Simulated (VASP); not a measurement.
Write the native input for VASP 6.6.1 that does the following.

```yaml
Task: band structure
Functional: PBE
Potentials_or_basis: VASP PAW PBE potentials, release 64 (In_d, Sb)
Cutoff: 520 eV
k_mesh: 8 × 8 × 8
Occupations: gaussian, width 0.02 eV
Spin: no spin polarisation
Further_INCAR_settings: ALGO = Normal; EDIFF = 1e-07
```

The structure of InSb lies in POSCAR:

```
InSb
1.0
    0.0000000000      3.2391000000      3.2391000000
    3.2391000000      0.0000000000      3.2391000000
    3.2391000000      3.2391000000      0.0000000000
In Sb
1 1
Direct
    0.0000000000      0.0000000000      0.0000000000
    0.2500000000      0.2500000000      0.2500000000
```

One way to write it, as run:

INCAR

```
SYSTEM = InSb
PREC = Accurate ; ENCUT = 520
EDIFF = 1E-7 ; ISMEAR = 0
SIGMA = 0.02 ; LREAL = .FALSE.
LASPH = .TRUE. ; NELM = 60
ALGO = Normal ; ISIF = 2
LWAVE = .FALSE. ; LCHARG = .FALSE.
GGA = PE
```

KPOINTS

```
Automatic mesh
0
G
  8 8 8
  0 0 0
```

KPOINTS_OPT

```
path GXWKGLUWLK,UX
15
line-mode
reciprocal
 0.0000000000  0.0000000000  0.0000000000  G
 0.5000000000  0.0000000000  0.5000000000  X

 0.5000000000  0.0000000000  0.5000000000  X
 0.5000000000  0.2500000000  0.7500000000  W

 0.5000000000  0.2500000000  0.7500000000  W
 0.3750000000  0.3750000000  0.7500000000  K

 0.3750000000  0.3750000000  0.7500000000  K
 0.0000000000  0.0000000000  0.0000000000  G

 0.0000000000  0.0000000000  0.0000000000  G
 0.5000000000  0.5000000000  0.5000000000  L

 0.5000000000  0.5000000000  0.5000000000  L
 0.6250000000  0.2500000000  0.6250000000  U

 0.6250000000  0.2500000000  0.6250000000  U
 0.5000000000  0.2500000000  0.7500000000  W

 0.5000000000  0.2500000000  0.7500000000  W
 0.5000000000  0.5000000000  0.5000000000  L

 0.5000000000  0.5000000000  0.5000000000  L
 0.3750000000  0.3750000000  0.7500000000  K

 0.6250000000  0.2500000000  0.6250000000  U
 0.5000000000  0.0000000000  0.5000000000  X
```

Potentials or basis: VASP PAW PBE potentials, release 64 (In_d, Sb).

Run with:

```console
$ cat potpaw_PBE.64/In_d/POTCAR potpaw_PBE.64/Sb/POTCAR > POTCAR
$ mpirun -np 1 vasp_std > vasp.out
```

Results of the run:

| Quantity | Value |
| --- | --- |
| Pressure | 3.1 GPa |
| Band gap along the path | none (metal or under the smearing width) |

Caveat: spin-orbit coupling is left out, which moves the levels of the heavy elements; this crystal is a semiconductor, whose small gap the functional closes, so the metal is an error of the method.

It took 92 s on 1 thread of AMD EPYC 7R13 Processor (Zen 3), with other jobs on the host, peak memory 0.18 GiB.
